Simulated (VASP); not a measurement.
TiN:

```
CELL_PARAMETERS angstrom
0.00000 2.12062 2.12062
2.12062 0.00000 2.12062
2.12062 2.12062 0.00000
ATOMIC_POSITIONS crystal
Ti 0.00000 0.00000 0.00000
N 0.50000 0.50000 0.50000
```

The cell is a database's computed one.

- Program: VASP 6.6.1
- Task: relaxation of cell and atoms
- Functional: RPBE
- Potentials or basis: VASP PAW PBE potentials, release 64 (Ti_sv, N)
- Cutoff: 600 eV
- k mesh: 18 × 18 × 18
- Occupations: gaussian, width 0.1 eV
- Spin: no spin polarisation

At the start: pressure 6.8 GPa; volume 9.54 Å³/atom.

Question: Where does the relaxation end?

Answer: Over 3 steps the energy falls by 4.9 meV/atom and the volume is 9.78 Å³/atom (+2.5 %); space group Fm-3m (No. 225, to 0.05 Å).

Step by step:
| step | energy change (eV) | largest force (eV/Å) | pressure (GPa) | volume (Å³) |
| --- | --- | --- | --- | --- |
| 1 | 0.0000 | 0.0000 | 6.78 | 19.07 |
| 2 | 0.0070 | 0.0000 | -7.98 | 20.21 |
| 3 | -0.0099 | 0.0000 | -0.02 | 19.55 |

Final structure:
```
CELL_PARAMETERS angstrom
0.00000 2.13829 2.13829
2.13829 0.00000 2.13829
2.13829 2.13829 0.00000
ATOMIC_POSITIONS crystal
Ti 0.00000 0.00000 0.00000
N 0.50000 0.50000 0.50000
```

Caveat: the PAW data sets were made with another functional, which shifts forces and pressure a little.
